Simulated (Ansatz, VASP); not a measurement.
## SnPt3: VASP beside Ansatz

```
Sn Pt
1.0
     3.91834    0.00000    0.00000
     0.00000    3.91834    0.00000
     0.00000    0.00000    3.91834
Sn Pt
1 3
Direct
  0.00000 0.00000 0.00000
  0.00000 0.50000 0.50000
  0.50000 0.00000 0.50000
  0.50000 0.50000 0.00000
```

Change from the starting cell: volume scaled by 0.94.

Alike in both runs: task single point; functional LDA; k mesh 8 × 8 × 8; occupations fermi-dirac, width 0.05 eV; no spin polarisation.

|  | VASP | Ansatz |
| --- | --- | --- |
| version | VASP 6.6.1 | Ansatz 0.2.0 |
| potentials or method | VASP PAW LDA potentials, release 64 (Sn_d, Pt), cutoff 520 eV | all-electron LAPW, scalar-relativistic |

|  | VASP | Ansatz | Ansatz less VASP |
| --- | --- | --- | --- |
| pressure (GPa) | 13.9 | 12.9 | -1.02 |

Ansatz ran all-electron here, so the differences hold the error of VASP's frozen core and of both bases.

Spin-orbit coupling is left out, which matters for the levels of Pt.
